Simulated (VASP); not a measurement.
Data:

```
CELL_PARAMETERS angstrom
      2.86832     0.00000     0.00000
      0.00000     2.86832     0.00000
      0.00000     0.00000     2.86832
ATOMIC_POSITIONS crystal
  Ce 0.00000 0.00000 0.00000
```

These are r2SCAN meta-GGA, VASP's PBE PAW potentials (set 64) (plane waves; VASP) values and carry that method's errors. Settings: 400 eV cut-off, 14×14×14 Γ-centred mesh, tetrahedra with Blöchl corrections, potentials Ce.

Question: Give the energies of bands 5 to 9 at the high-symmetry points, in eV from the Fermi level.

Answer: 
| band | Γ | X | M | R |
|---|---|---|---|---|
| 5 | -2.17 | -0.56 | -4.42 | -2.26 |
| 6 | -1.94 | -0.07 | 0.34 | -2.26 |
| 7 | -1.94 | 0.20 | 0.34 | -2.26 |
| 8 | 0.99 | 0.68 | 1.29 | -0.02 |
| 9 | 0.99 | 1.27 | 1.49 | 1.33 |

It has no gap at this level: it comes out as a metal or semimetal.

The structure was generated: Ce was put into the simple-cubic type (Pm-3m), which need not be its known phase. It was relaxed first, which changed the volume by -39 %. The run is not spin-polarised, so no magnetic state was tried.
